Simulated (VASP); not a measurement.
```
FeO
1.0
    4.33000     2.16500     2.16500
    2.16500     4.33000     2.16500
    2.16500     2.16500     4.33000
Fe O
2 2
Cartesian
  0.00000   0.00000   0.00000
  4.33000   4.33000   4.33000
  2.16500   2.16500   2.16500
  6.49500   6.49500   6.49500
```
Starting moments (μB, in the order of the record's atoms Fe Fe O O): 4.0 -4.0 0.0 0.0.

The base run (VASP): PBE GGA, plane waves, VASP's PBE PAW potentials (set 64). Run with 520 eV cut-off, 8×8×8 Γ-centred mesh, Gaussian smearing of 0.050 eV, potentials Fe O.

One setting is varied; ΔE counts from the base run. The base run took about 2 core-minutes. The timings are rough (shared machines, no repeats); factors under 2 mean little.

Pressures at a finite cut-off, here 520 eV, hold a Pulay part, which wasn't tested here.

```json
[
 {"setting": "ISPIN = 1, the spin start removed", "cost over the base run": "within a factor of 2", "electronic steps": "16", "bands": "18", "ΔE (meV/atom)": "713.4", "pressure (GPa)": "-27.19"},
 {"setting": "base run", "cost over the base run": "reference", "electronic steps": "17", "bands": "18", "ΔE (meV/atom)": "0.0", "pressure (GPa)": "-3.87"},
 {"setting": "MAGMOM = 4.0 4.0 0.0 0.0", "cost over the base run": "within a factor of 2", "electronic steps": "15", "bands": "22", "ΔE (meV/atom)": "-14.9", "pressure (GPa)": "-2.64"},
 {"setting": "NUPDOWN = 0", "cost over the base run": "within a factor of 2", "electronic steps": "17", "bands": "18", "ΔE (meV/atom)": "0.0", "pressure (GPa)": "-3.87"},
 {"setting": "MAGMOM = 0.8 -0.8 0.0 0.0", "cost over the base run": "within a factor of 2", "electronic steps": "19", "bands": "18", "ΔE (meV/atom)": "0.0", "pressure (GPa)": "-3.80"},
 {"setting": "NUPDOWN = 2", "cost over the base run": "within a factor of 2", "electronic steps": "15", "bands": "18", "ΔE (meV/atom)": "113.4", "pressure (GPa)": "-1.73"},
 {"setting": "NUPDOWN = 1", "cost over the base run": "within a factor of 2", "electronic steps": "16", "bands": "18", "ΔE (meV/atom)": "28.1", "pressure (GPa)": "-3.67"},
 {"setting": "MAGMOM = 6.0 -2.0 0.0 0.0", "cost over the base run": "within a factor of 2", "electronic steps": "22", "bands": "20", "ΔE (meV/atom)": "0.0", "pressure (GPa)": "-3.88"},
 {"setting": "MAGMOM = 0 0 0 0", "cost over the base run": "within a factor of 2", "electronic steps": "23", "bands": "18", "ΔE (meV/atom)": "713.4", "pressure (GPa)": "-27.21"}
]
```

Left out are runs that failed, have no time on record or changed the cell.

The compound is FeO in the rock salt, AFM-II order structure. The cell was not relaxed at this level.
